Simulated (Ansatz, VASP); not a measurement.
Code comparison for Pt3Ti (Pm-3m, 4 atoms in the cell)

Self-consistent single point.

```
Pt3Ti
1.0
    3.92000     0.00000     0.00000
    0.00000     3.92000     0.00000
    0.00000     0.00000     3.92000
Ti Pt
1 3
Cartesian
  0.00000   0.00000   0.00000
  0.00000   1.96000   1.96000
  1.96000   0.00000   1.96000
  1.96000   1.96000   0.00000
```

Shared settings, as Ansatz (a quantum-chemistry and plane-wave program) writes them: kpoints.mp_grid.grid = 6 6 6; magnetization.spin_orbit = true; scf.occupations.method = fermi_dirac; scf.occupations.width = 0.0073 Ry. Potentials and cutoffs stand in the table.

```json
[
 {"code": "VASP", "model": "PBE, spin-orbit coupling, VASP's PBE PAW potentials (set 64)", "pressure (GPa)": "4.33", "cutoff": "300 eV"},
 {"code": "Ansatz", "model": "PBE with spin-orbit coupling, default PAW files", "pressure (GPa)": "4.79", "cutoff": "30.9 Ry"}
]
```

The spread over the programs that give each value: pressure within 0.46 GPa.

Ansatz's pressure is given at a fixed set of plane waves, as the other plane-wave codes print theirs; with its correction for the finite basis it is 4.86 GPa.

VASP's run is marked for a possible Pulay error in its stress at this cutoff; no cutoff test was made.

The starting cell has typed, rounded lattice constants, without a prior relaxation at this level.

Left out of this page: FLEUR (failed or unconverged); SIESTA (not drawn, or without a comparable value).

Keys are those of Ansatz 0.2.
